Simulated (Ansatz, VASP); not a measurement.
# MgBe2Te2S: VASP beside Ansatz, part 2 of 3

Wanted: the spread between two codes on one cell, functional and k mesh. The cell is generated by rule, not measured, and may not be a known phase. The cell is taken from a series of runs on this material, whose earlier steps may have relaxed, scaled, displaced or heated it; both programs get it as it stands.

VASP 6.6.1 and Ansatz 0.2.0.

So far: The structure; VASP: relaxation of cell and atoms, PBEsol, pair 1.

The structure was built from a prototype and need not be the compound's stable phase.

## Step 3: Ansatz: relaxation of cell and atoms, PBEsol, pair 1

Level of this step: Ansatz beside VASP: Kohn-Sham DFT, plane waves, PBEsol (Ansatz).

Ansatz runs on its default PAW (the set named soft_2) files.

The same cell, functional, mesh and smearing now go to Ansatz, which takes its cutoff from its data sets.

input.yaml

```yaml
crystal:
  lattice:
    - [2.81333, 2.81333, 0.0]
    - [-2.81333, 2.81333, 0.0]
    - [2.81333, 0.0, 8.44]
  atoms:
    - { symbol: Be, position: [0.333333, 0.666667, 0.333333] }
    - { symbol: Be, position: [0.666667, 0.333333, 0.666667] }
    - { symbol: Mg, position: [0.0, 0.0, 0.0] }
    - { symbol: S, position: [0.416667, 0.083333, 0.166667] }
    - { symbol: Te, position: [0.75, 0.75, 0.5] }
    - { symbol: Te, position: [0.083333, 0.416667, 0.833333] }
kpoints:
  mp_grid: { grid: [6, 6, 6] }
hamiltonian:
  xc: pbesol
scf:
  occupations: { method: gaussian, width: 0.1 }
output:
  forces: true
  stress: true
  eigenvalues: true
relax:
  adjacent_minimum: "off"
  f_tol: 0.05
  max_steps: 80
  cell: { stress_tol: 0.5 }
```

Started as:

```sh
> ansatz run input.yaml --threads 8 --pin off --max-ram 14336MiB --backend cpu --events-out ev --progress --plain --runs-dir out
```

Numbers of over 12 decimals in the logs are rounded to 6 here.

What it wrote:

```text
Warning: the atoms were moved onto the symmetric positions of the space group found under crystal.symmetry.tolerance 1.0e-5 (fractional; no operation is sought that the atoms, as they stand in a round, miss by more than twice it, and no atom is moved by as much as it), and the run uses the moved positions. Before a round's move an operation carried an atom to 5.63e-6 Å from where it should land, the largest such dist [...]
The last accepted step is kept in <dir> (removed where the run ends without a failure and the disk answers)
Engine: ansatz 0.2.0, aarch64-unknown-linux-gnu
Pseudopotentials: kind: paw
Pseudopotential: Be, paw, valence charge 2, recommended cutoff 420 eV (normal), Be.paw.azcp
Pseudopotential: Mg, paw, valence charge 10, recommended cutoff 420 eV (normal), Mg.paw.azcp
Pseudopotential: S, paw, valence charge 6, recommended cutoff 420 eV (normal), S.paw.azcp
Pseudopotential: Te, paw, valence charge 16, recommended cutoff 420 eV (normal), Te.paw.azcp
Functional definition: PBEsol
  exchange = pbesol_x
  correlation = pbesol_c
Crystal: 6 atoms, lattice volume = 133.602 Å³
Basis set: ecut = 420 eV, 2625 PW (Γ), exchange–correlation on 54×54×120 points (8 copies of the dense FFT grid, shifted against one another)
Bands: 32, of which v1, the nominal top of the filled ones, is band 26 counted from 1 (25 counted from 0)
Symmetry: 4 space group operations
Space group: Imm2 (ITA 44), of the structure as read, at distance tolerance 5.1e-5 Å
k-points: 46 of 216 (time reversal used)
Non-local potential: Be, projectors of the file, l = 0: 2, l = 1: 2, l = 2: 1
Non-local potential: Mg, projectors of the file, l = 0: 3, l = 1: 2, l = 2: 1
Non-local potential: S, projectors of the file, l = 0: 2, l = 1: 2, l = 2: 2
Non-local potential: Te, projectors of the file, l = 0: 2, l = 1: 2, l = 2: 2, l = 3: 2
PAW form: soft (Blöchl's): semilocal exchange-correlation on the pseudo side does not see the compensation charge
PAW frozen core: Be, regenerated for the run's functional, and the local potential with it (the file was generated under x = pbe(κ = 0.804, μ = 0.219515), c = pbe(β = 0.066725))
PAW frozen core: Mg, regenerated for the run's functional, and the local potential with it (the file was generated under x = pbe(κ = 0.804, μ = 0.219515), c = pbe(β = 0.066725))
PAW frozen core: S, regenerated for the run's functional, and the local potential with it (the file was generated under x = pbe(κ = 0.804, μ = 0.219515), c = pbe(β = 0.066725))
PAW frozen core: Te, regenerated for the run's functional, and the local potential with it (the file was generated under x = pbe(κ = 0.804, μ = 0.219515), c = pbe(β = 0.066725))
PAW one-centre angular grid: Be, 110 points (default); XC on 64 Gauss nodes
PAW one-centre angular grid: Mg, 110 points (default); XC on 64 Gauss nodes
PAW one-centre angular grid: S, 110 points (default); XC on 64 Gauss nodes
PAW one-centre angular grid: Te, 590 points (default); XC on 64 Gauss nodes
Initial density: superposition of atomic densities (neutral atoms: chi_scale 0, normalization atom), corrected by the library's trained network
Initial wavefunctions: pseudopotential atomic-orbital guess
Functional: x = pbesol(κ = 0.804, μ = 0.123457), c = pbesol(β = 0.046)
SCF iter   1: F=—  HF=-16783.554658 eV  |F-HF|=—  |Δ(HF+E_count)|=         —  Δρ=2.83e-3  dr2=1.69e-2  ethr=1.77e-3  ⟨swp⟩=9.3  Hψ=7438  notcnv=0
preconditioner: auto → Resta (q_TF=auto, 2.331 Å⁻¹)  ε∞=4.0  [insulator: Δε(μ)=2.303 eV  Ē_g=9.074 eV  σ=0.100 eV  W_gap=1.00  n_scr=26 (ndim 8)  ℏωp=15.7 eV  f_vac=0.012  D(μ)=0.00/eV (n_scr^D=0)  ε∞_Penn≈4.0]
SCF iter   2: F=—  HF=-16783.550332 eV  |F-HF|=—  |Δ(HF+E_count)|=   4.33e-3  Δρ=1.18e-3  dr2=3.31e-3  ethr=3.26e-5  ⟨swp⟩=2.2  Hψ=2454  notcnv=0  defer=1
SCF iter   3: F=—  HF=-16783.549519 eV  |F-HF|=—  |Δ(HF+E_count)|=   8.13e-4  Δρ=3.30e-4  dr2=2.35e-4  ethr=6.36e-6  ⟨swp⟩=2.6  Hψ=2324  notcnv=0  defer=1
SCF iter   4: F=—  HF=-16783.549535 eV  |F-HF|=—  |Δ(HF+E_count)|=   1.57e-5  Δρ=1.09e-4  dr2=4.32e-5  ethr=4.53e-7  ⟨swp⟩=2.1  Hψ=1913  notcnv=0  defer=1
[...]
Basis set: ecut = 420 eV, 2581 PW (Γ), exchange–correlation on 54×54×120 points (8 copies of the dense FFT grid, shifted against one another)
iter 1 solved again at ethr=1.01e-4 eV; its pass at ethr=3.10e-3 eV (dr2=5.27e-2 eV) is discarded
SCF iter   1: F=—  HF=-16784.491681 eV  |F-HF|=—  |Δ(HF+E_count)|=         —  Δρ=7.60e-3  dr2=5.41e-2  ethr=1.01e-4  ⟨swp⟩=1.9  Hψ=8164  notcnv=0
preconditioner: auto → Resta (q_TF=auto, 2.335 Å⁻¹)  ε∞=4.0  [insulator: Δε(μ)=1.302 eV  Ē_g=9.129 eV  σ=0.100 eV  W_gap=1.00  n_scr=26 (ndim 8)  ℏωp=15.8 eV  f_vac=0.010  D(μ)=0.00/eV (n_scr^D=0)  ε∞_Penn≈4.0]
SCF iter   2: F=—  HF=-16784.483780 eV  |F-HF|=—  |Δ(HF+E_count)|=   7.90e-3  Δρ=4.14e-3  dr2=1.68e-2  ethr=1.01e-4  ⟨swp⟩=1.1  Hψ=1476  notcnv=0
SCF iter   3: F=—  HF=-16784.481858 eV  |F-HF|=—  |Δ(HF+E_count)|=   1.92e-3  Δρ=4.43e-4  dr2=4.05e-4  ethr=3.23e-5  ⟨swp⟩=2.0  Hψ=2614  notcnv=0
SCF iter   4: F=—  HF=-16784.481936 eV  |F-HF|=—  |Δ(HF+E_count)|=   7.82e-5  Δρ=1.53e-4  dr2=5.73e-5  ethr=7.79e-7  ⟨swp⟩=2.0  Hψ=2251  notcnv=0
SCF iter   5: F=—  HF=-16784.481943 eV  |F-HF|=—  |Δ(HF+E_count)|=   7.00e-6  Δρ=3.83e-5  dr2=3.89e-6  ethr=1.10e-7  ⟨swp⟩=2.0  Hψ=2254  notcnv=0
SCF iter   6: F=-16784.481945 eV  HF=-16784.481945 eV  |F-HF|=4.23e-8  |Δ(HF+E_count)|=   1.43e-6  Δρ=1.14e-5  dr2=3.19e-7  ethr=1.15e-9  ⟨swp⟩=7.6  Hψ=7166  notcnv=0
SCF 3 converged in 6 iterations: F = -16784.481945 eV  dr2 = 3.19e-7
relax step   3: F+E_penalty+E_count = -16784.48194490 eV  Δ(F+E_penalty+E_count) = -6.797e-2 eV  max|allowed force component| = 5.259e-1 eV/Å  Δτ_max = 0.1287 Å  P = +0.533 GPa  Ω = 132.404 Å³  energy of the carried Pulay correction = +1.289e-4 eV  (6 SCF iters, dr2 threshold 6.00e-7 eV, accepted)
[...]
relax step   4: F+E_penalty+E_count = -16784.50964782 eV  Δ(F+E_penalty+E_count) = -2.770e-2 eV  max|allowed force component| = 3.214e-2 eV/Å  Δτ_max = 0.0590 Å  P = +0.048 GPa  Ω = 133.544 Å³  energy of the carried Pulay correction = +6.254e-6 eV  (5 SCF iters, dr2 threshold 6.00e-7 eV, accepted)
[...]
relax step   5: F+E_penalty+E_count = -16784.50965021 eV  Δ(F+E_penalty+E_count) = -2.387e-6 eV  max|allowed force component| = 3.224e-2 eV/Å  Δτ_max = 0.0000 Å  P = +0.048 GPa  Ω = 133.544 Å³  stress off target by 1.52e-1 GPa  SCF on the basis re-selected at this cell (its energy is not comparable with the rows above)  (4 SCF iters)
basis re-selected at this cell: Δ(F+E_penalty+E_count) = -2.387e-6 eV, ΔP = -0.000 GPa vs the last step (what re-selecting the basis moved, of the pressure what is left beyond the Pulay correction that the steps carried, after the strain that the cell walked since its last selection, with what the two solves' SCF thresholds leave and, on support functions, any second-order correction that the steps lacked; it is no measure of the basis error at this ecutwfc). The dense FFT grid was sized anew with the basis: this SCF ran on 27×27×64 points, the steps before it on 27×27×60, so part of this shift can come from that change (see relax.cell in the input reference). [rest of the remark cut]
SCF converged after 4 iterations
Free energy (F): -16784.509650 eV
Harris-Foulkes:  -16784.509650 eV  (|F-HF|=6.28e-8)
Internal energy: -16784.509650 eV  (E = F + TS)
E sigma→0 (E₀):  -16784.509650 eV
Fermi energy:    7.506823 eV
--- Per-component energies (eV) ---
  E_band       = -902.857427
  E_kinetic    = 584.082677
  E_local      = -4769.497366  (includes V_loc(G=0)·N_el)
  E_nonlocal   = -481.057119
  E_hartree    = 2467.688549
  E_xc         = -410.387723
  E_vxc        = -374.278818  (∫ρ·V_xc dr)
  E_paw        = -10150.771444  (= ΣΔE_a)
  E_vpaw       = -797.483765  (= ΣTr[D̂ρ^β])
  E_aug_tail   = -0.000397  (compensation charges beyond the density's cutoff)
  E_ewald      = -4025.456332
  E_core_change = 0.889505  (= ΣΔE_core)
  E_smearing   = -0.000000  (= −TS)
  E_closure    = -0.000000  (closes the sum)
  Σ components = -16784.509650   (vs F -16784.509650, Δ=0.00e0)
--- Forces (eV/Å), atoms counted from 1 ---
  atom   1  Be     0.00000000    -0.00000000    -0.02631774
  atom   2  Be     0.00000000    -0.00000000    -0.03224181
  atom   3  Mg    -0.00000000     0.00000000     0.01831457
  atom   4  S     -0.00000000     0.00000000     0.02979069
  atom   5  Te    -0.00000000     0.00000000     0.02841373
  atom   6  Te     0.00000000    -0.00000000    -0.01795016
  max |Σ_I F_I| component: 9.28e-6 eV/Å
--- Stress (GPa, compression-positive) ---
       -0.004400       0.134760       0.000000
        0.134760      -0.004400      -0.000000
        0.000000      -0.000000       0.151774
  P = ⅓ Tr σ = 0.0477 GPa (0.477 kbar)
--- Band table (eV; the first three rows and the last of 46) ---
  k-point 0: bands = [... 22 lower, 4.9492, 5.8944, 6.1477, 6.7791, 8.2348, 9.1257, 9.5387, 10.0094, ... 2 higher]
  k-point 1: bands = [... 22 lower, 4.9776, 5.6394, 6.0897, 6.7298, 8.2694, 9.1908, 9.5608, 10.1213, ... 2 higher]
  k-point 2: bands = [... 22 lower, 5.0379, 5.0668, 5.9650, 6.6296, 8.2595, 9.3542, 9.5466, 10.5028, ... 2 higher]
  k-point 45: bands = [... 22 lower, 3.5498, 3.6052, 3.9721, 4.0512, 8.5082, 9.3915, 9.7362, 10.2401, ... 2 higher]
--- Relaxed structure (4 steps of the walk, 4 accepted, 1 SCFs on fresh bases) ---
  F+E_penalty+E_count = -16784.50965021 eV   max|allowed force component| = 3.224e-2 eV/Å   (the final SCF, on the basis selected at the relaxed cell)
  cell:  # Å, volume = 133.5439 Å³
    - [2.822081, 2.822081, 6.2276388445250976e-18]
    - [-2.769439, 2.769439, -3.3054421513974196e-18]
    - [2.795760, 0.026321, 8.543436]
  atoms:
    - { symbol: Be, position: [0.338908, 0.661092, 0.322183] }
    - { symbol: Be, position: [0.674211, 0.325789, 0.651578] }
    - { symbol: Mg, position: [-0.016204, 0.016204, 0.032407] }
    - { symbol: S, position: [0.400774, 0.099226, 0.198452] }
    - { symbol: Te, position: [0.757590, 0.742410, 0.484821] }
    - { symbol: Te, position: [0.094721, 0.405279, 0.810559] }
```

In the SCF lines HF is the Harris–Foulkes energy and dr2 the Hartree energy of the density residual, in eV; the loop may stop once dr2 is under the threshold and the program's other checks hold. Hψ counts applications of the Hamiltonian.

## Step 4: Side by side

Known differences besides the potentials themselves: the data sets hold 52 valence electrons in Ansatz (on its default PAW (the set named soft_2) files) and 24 in VASP; the cutoff is 420 eV in Ansatz and 600 eV in VASP; Ansatz makes its cores anew for this functional, VASP keeps those of its PBE data sets; Ansatz adds a Pulay correction to the stress that steers its cell, VASP none. Total energies have different zeros and are not compared.

Both answers:

```
                                         quantity  Ansatz    VASP  difference
                                      volume (Å³)  133.54  133.96     -0.31 %
edge a after relaxation, in the typed setting (Å)   3.991   3.996     -0.14 %
edge b after relaxation, in the typed setting (Å)   3.917   3.913     +0.08 %
edge c after relaxation, in the typed setting (Å)   8.989   9.011     -0.24 %
```

## Step 5: VASP: relaxation of cell and atoms, PBEsol, pair 2

The relaxed volume is the usual yardstick between codes: in a stiff, nearly cubic crystal its relative difference is about their pressure difference at one cell divided by the bulk modulus.

INCAR

```
SYSTEM = MgBe2Te2S
PREC = Accurate
ENCUT = 600
EDIFF = 1E-07
NELM = 120
ISMEAR = 0
SIGMA = 0.02
LREAL = .FALSE.
ALGO = Normal
GGA = PS
NBANDS = 18
LORBIT = 11
LWAVE = .FALSE.
LCHARG = .FALSE.
ISIF = 3
IBRION = 2
NSW = 80
EDIFFG = -0.005
LASPH = .TRUE.
GGA_COMPAT = .FALSE.
NELMIN = 4
EFERMI = MIDGAP
KPAR = 2
```

POSCAR

```
MgBe2Te2S
1.0
    2.8220810000      2.8220810000      0.0000000000
   -2.7694390000      2.7694390000      0.0000000000
    2.7957600000      0.0263210000      8.5434360000
Be Mg S Te
2 1 1 2
Direct
    0.3389084322      0.6610915678      0.3221831357
    0.6742112307      0.3257887693      0.6515775386
    0.9837962735      0.0162037265      0.0324074529
    0.4007736450      0.0992261779      0.1984523557
    0.7575896864      0.7424104941      0.4848206272
    0.0947203779      0.4052794449      0.8105588899
```

KPOINTS

```
Automatic mesh
0
Gamma
6 6 6
0 0 0
```

PAW data sets: Be, Mg, S and Te (PBE family, release 64).

Started as:

```sh
> mpirun -np 2 vasp_std
```

What it wrote:

```text
[banner, memory and clock lines left out]
running    2 mpi-ranks, on    1 nodes
[...]
[... a notice as in an earlier step ...]

 LDA part: xc-table for (Slater+PW92), standard interpolation
 POSCAR, INCAR and KPOINTS ok, starting setup
[...]
entering main loop
       N       E                     dE             d eps       ncg     rms          rms(c)
DAV:   1     0.102468412467E+03    0.10247E+03   -0.99369E+03  1656   0.120E+03
DAV:   2    -0.163837250564E+02   -0.11885E+03   -0.11480E+03  2132   0.177E+02
DAV:   3    -0.254532533002E+02   -0.90695E+01   -0.90373E+01  2204   0.575E+01
DAV:   4    -0.256110968815E+02   -0.15784E+00   -0.15775E+00  2470   0.826E+00
[...]
DAV:  13    -0.249644850356E+02   -0.76277E-06   -0.15909E-05  2412   0.222E-02    0.838E-03
DAV:  14    -0.249644856394E+02   -0.60373E-06   -0.34466E-06  1932   0.107E-02    0.739E-03
DAV:  15    -0.249644856534E+02   -0.14055E-07   -0.32239E-07  2208   0.288E-03
   1 F= -.24964486E+02 E0= -.24964486E+02  d E =-.249645E+02
[... from here on, the cycles between the ionic steps are left out ...]
   2 F= -.24965065E+02 E0= -.24965065E+02  d E =-.578992E-03
   3 F= -.24965066E+02 E0= -.24965066E+02  d E =-.580300E-03
   4 F= -.24965137E+02 E0= -.24965137E+02  d E =-.715116E-04
   5 F= -.24965157E+02 E0= -.24965157E+02  d E =-.912092E-04
   6 F= -.24965166E+02 E0= -.24965166E+02  d E =-.905921E-05
 trial-energy change:   -0.000009  1 .order   -0.000009   -0.000015   -0.000004
 step:   1.5590(harm=  1.5590)  dis= 0.00039  next Energy=   -24.965167 (dE=-0.101E-04)
 reached required accuracy - stopping structural energy minimisation
```

Parts of OUTCAR (step 5):

```text
  Total        0.0004982      0.0004982      0.0025134      0.0008116      0.0000000      0.0000000
  in kB        0.0059585      0.0059585      0.0300629      0.0097077      0.0000000      0.0000000
  external PRESSURE =       0.0139933 kB  Pullay stress =       0.0000000 kB

 POSITION                                       TOTAL-FORCE (eV/Angst)
 -----------------------------------------------------------------------------------
      0.02958      2.79634      2.75669         0.000000      0.000000      0.001633
      2.82591      2.82591      5.57927        -0.000000     -0.000000     -0.000893
      2.82591      2.82591      0.28177         0.000000     -0.000000     -0.000664
      1.41296      1.41296      1.70156        -0.000000      0.000000      0.001682
      1.44253      4.20929      4.15342        -0.000000     -0.000000     -0.004049
      1.41296      1.41296      6.94261         0.000000      0.000000      0.002292
 -----------------------------------------------------------------------------------
    total drift:                                0.000592      0.000296      0.000006

  FREE ENERGIE OF THE ION-ELECTRON SYSTEM (eV)
  ---------------------------------------------------
  free  energy   TOTEN  =       -24.9651662222 eV

  energy  without entropy=      -24.9651662222  energy(sigma->0) =      -24.96516622

[... 2 parts as in an earlier step ...]

[... 2 further parts left out ...]
[key lines of the parts left out:]
E-fermi :   5.2404
```

## Step 6: Ansatz: relaxation of cell and atoms, PBEsol, pair 2

The same cell, functional, mesh and smearing now go to Ansatz, which takes its cutoff from its data sets.

The cell is taken from a series of runs on this material, whose earlier steps may have relaxed, scaled, displaced or heated it; both programs get it as it stands.

input.yaml

```yaml
crystal:
  lattice:
    - [2.8220809269, 2.8220809269, 0.0]
    - [-2.7694393112, 2.7694393112, 0.0]
    - [2.795760119, 0.0263208079, 8.5434363635]
  atoms:
    - { symbol: Be, position: [0.3389084132, 0.6610915868, 0.3221831736] }
    - { symbol: Be, position: [0.674211216, 0.325788784, 0.651577568] }
    - { symbol: Mg, position: [-0.0162037028, 0.0162037028, 0.0324074056] }
    - { symbol: S, position: [0.4007738073, 0.0992261927, 0.1984523853] }
    - { symbol: Te, position: [0.7575896761, 0.7424103239, 0.4848206478] }
    - { symbol: Te, position: [0.0947205901, 0.4052794099, 0.8105588197] }
kpoints:
  mp_grid: { grid: [6, 6, 6] }
hamiltonian:
  xc: pbesol
scf:
  occupations: { method: gaussian, width: 0.02 }
output:
  forces: true
  stress: true
  eigenvalues: true
  write_density: true
  write_potential: true
  elf: true
  volumetric_format: npy
relax:
  adjacent_minimum: "off"
  f_tol: 0.005
  max_steps: 80
  cell: { stress_tol: 0.05 }
```

Started as:

```sh
> ansatz run input.yaml --threads 8 --pin off --max-ram 14336MiB --backend cpu --events-out ev --progress --plain --runs-dir out
```

What it wrote:

```text
[...]
Crystal: 6 atoms, lattice volume = 133.544 Å³
Basis set: ecut = 420 eV, 2589 PW (Γ), exchange–correlation on 54×54×128 points (8 copies of the dense FFT grid, shifted against one another)
Bands: 32, of which v1, the nominal top of the filled ones, is band 26 counted from 1 (25 counted from 0)
Symmetry: 4 space group operations
[...]
k-points: 46 of 216 (time reversal used)
[...]
- [2.822830, 2.822830, 0]
    - [-2.764013, 2.764013, -1.617623155136305e-11]
    - [2.793422, 0.029409, 8.562923]
  atoms:
    - { symbol: Be, position: [0.338914, 0.661086, 0.322172] }
    - { symbol: Be, position: [0.674405, 0.325595, 0.651191] }
    - { symbol: Mg, position: [-0.016329, 0.016329, 0.032658] }
    - { symbol: S, position: [0.400565, 0.099435, 0.198871] }
    - { symbol: Te, position: [0.757538, 0.742462, 0.484925] }
    - { symbol: Te, position: [0.094908, 0.405092, 0.810184] }
[key lines of the parts left out:]
SCF converged after 5 iterations
Free energy (F): -16784.510095 eV
Fermi energy:    7.512688 eV
P = ⅓ Tr σ = -0.0006 GPa (-0.006 kbar)
```

## Step 7: Side by side

What differs besides the data sets and the points named for the pairs above, as far as they apply: the data sets hold 52 valence electrons in Ansatz (on its default PAW (the set named soft_2) files) and 24 in VASP. Total energies have different zeros and are not compared.

Both answers:

```
                                         quantity  Ansatz    VASP  difference
                                      volume (Å³)  133.62  133.95     -0.25 %
edge a after relaxation, in the typed setting (Å)   3.992   3.996     -0.11 %
edge b after relaxation, in the typed setting (Å)   3.909   3.913     -0.10 %
edge c after relaxation, in the typed setting (Å)   9.007   9.011     -0.04 %
```

(Part 2 of 3 ends here.)

[Lines on the potential files, build, host, timing and source positions are cut from VASP's logs without a mark.]

[Logs are printed without paths, hosts, clocks, repeated set-up lines and the standing remarks that a program may print on its own settings, such as how far it seeks lower states.]

[Hosts, paths, dates, database ids (printed as entryN), source tags and the programs' standing remarks are cut or masked in the printed files.]
